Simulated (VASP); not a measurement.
Data:

```xyz
2
Lattice="1.3700 -2.3729 0.0000 1.3700 2.3729 0.0000 0.0000 0.0000 4.3900" Properties=species:S:1:pos:R:3 pbc="T T T"
Tc     1.3700     0.7910     1.0975
Tc     1.3700    -0.7910     3.2925
```

The numbers are results of PBE GGA, VASP's PBE PAW potentials (set 64) (plane waves; VASP), not measurements. Run with 400 eV cut-off, 14×14×8 Γ-centred mesh, tetrahedra, potentials Tc_pv.

### Question
What does the run give for the energy per atom (σ→0), pressure, band gap (on the k-mesh) with the smallest direct gap where there is one?

### Answer

```json
{
 "band gap (on the k-mesh)": "none (metal, semimetal or under 0.01 eV)",
 "energy per atom (σ→0)": "-10.319 eV/atom",
 "pressure": "2.28 GPa"
}
```

Total energies compare only between runs with the same potentials, cut-off and functional.

The compound is Tc in the hcp structure. The cell was not relaxed at this level. The run is one of a series of settings (ISMEAR = -4, SIGMA removed against the base run), some of them coarse on purpose.
